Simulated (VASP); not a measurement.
Method: PBE GGA with D3 dispersion (Becke-Johnson damping), VASP's PBE PAW potentials (set 64) (plane waves; VASP).

VASP ran on this input.

POSCAR:
```
W
1
   -1.5800000000     1.5800000000     1.5800000000
    1.5800000000    -1.5800000000     1.5800000000
    1.5800000000     1.5800000000    -1.5800000000
W
1
Direct
  0.0000000000   0.0000000000   0.0000000000
```

INCAR:
```
! general
SYSTEM  = W
PREC    = Accurate
ENCUT   = 520
LREAL   = .False.
LASPH   = .True.

! electronic loop
EDIFF   = 1E-6
NELM    = 100
ALGO    = Normal
LMAXMIX = 6

! smearing
ISMEAR  = 1
SIGMA   = 0.1

! functional
GGA     = PE
IVDW    = 12

! ions
IBRION  = 2
NSW     = 60
ISIF    = 3
EDIFFG  = -0.01

! output
LWAVE   = .False.
LCHARG  = .False.
```

### KPOINTS
```
Automatic mesh
0
gamma
15 15 15
0 0 0
```

POTCAR, in this order: W_sv (PBE.64 set). Program: vasp_std.

Unless said otherwise, spin-orbit coupling is left out, though it shifts the bands of the heavy elements here.

Q: What does the run give for the energy per atom (σ→0), dispersion energy, volume per atom, band gap (on the k-mesh)?

A: 
The energy per atom (σ→0) is -13643 meV/atom. The dispersion energy is -0.697 eV and the band gap (on the k-mesh) is none (metal, semimetal or under 0.01 eV). The volume per atom comes out as 15.81 Å^3/atom.

### OSZICAR
```
...
       N       E                     dE             d eps       ncg     rms          rms(c)
DAV:   1    -0.129523595840E+02   -0.24217E-02   -0.15953E-01  2718   0.634E+00    0.109E+00
DAV:   2    -0.129466099657E+02    0.57496E-02   -0.83868E-03  2700   0.126E+00    0.251E-01
DAV:   3    -0.129455793660E+02    0.10306E-02   -0.28559E-03  2759   0.711E-01    0.195E-01
DAV:   4    -0.129455995095E+02   -0.20144E-04   -0.66910E-05  2726   0.110E-01    0.241E-02
DAV:   5    -0.129455976163E+02    0.18932E-05   -0.62730E-06  2853   0.331E-02    0.166E-03
DAV:   6    -0.129455971876E+02    0.42865E-06   -0.57645E-08  1391   0.378E-03
   3 F= -.13642915E+02 E0= -.13643072E+02  d E =-.600430E-04
```

The compound is W in the bcc structure. This run relaxes it. Symmetry was kept, so distortions that lower it aren't found.
